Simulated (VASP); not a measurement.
An input for Ansatz (written as the equivalent of a VASP run, and not itself run):

Ansatz 0.2 input:
```yaml
crystal:
  lattice:
    - [-1.6118681, 1.6118681, 1.6118681]
    - [1.6118681, -1.6118681, 1.6118681]
    - [1.6118681, 1.6118681, -1.6118681]
  atoms:
    - { symbol: Nb, position: [0.0000000, 0.0000000, 0.0000000] }
kpoints:
  mp_grid: { grid: [14, 14, 14] }
hamiltonian:
  xc: pbe
  pseudopotentials: { kind: paw }
scf:
  occupations: { method: methfessel_paxton, width: 0.1 }
  max_iter: 100
relax:
  max_steps: 40
  f_tol: 0.01
  cell: { p_target: 15 }
output: { forces: true, stress: true, eigenvalues: true }
```

### Question
Write the VASP files for the same calculation (PBE).

### Answer
Several could match; the one computed here: 
KPOINTS:
```
Automatic
0
Gamma
  14 14 14
0 0 0
```

**INCAR**
```
# general
SYSTEM =Nb
PREC   =Accurate
ENCUT  =480
LREAL  =F
LASPH  =T

# electronic loop
EDIFF  =1E-7
NELM   =100
ALGO   =Normal
LMAXMIX=4

# smearing
ISMEAR =1
SIGMA  =0.1

# functional
GGA    =PE

# ions
IBRION =2
NSW    =40
ISIF   =3
EDIFFG =-0.01
PSTRESS=150

# output
LWAVE  =F
LCHARG =F
```

### POSCAR
```
Nb
1
   -1.6118681131     1.6118681131     1.6118681131
    1.6118681131    -1.6118681131     1.6118681131
    1.6118681131     1.6118681131    -1.6118681131
Nb
1
Direct
  0.0000000000   0.0000000000   0.0000000000
```

POTCAR, in this order: Nb_sv (PBE.64 set). Program: vasp_std.

What does not carry over: each code has its own PAW files, so the cut-off isn't converted (ENCUT is set for VASP's; basis.ecutwfc is left out, and Ansatz then takes the one that its files recommend); Ansatz stops its SCF on the density residual and VASP on the energy change (EDIFF).

The compound is Nb in the bcc structure. It was relaxed first under an external pressure of 15 GPa.
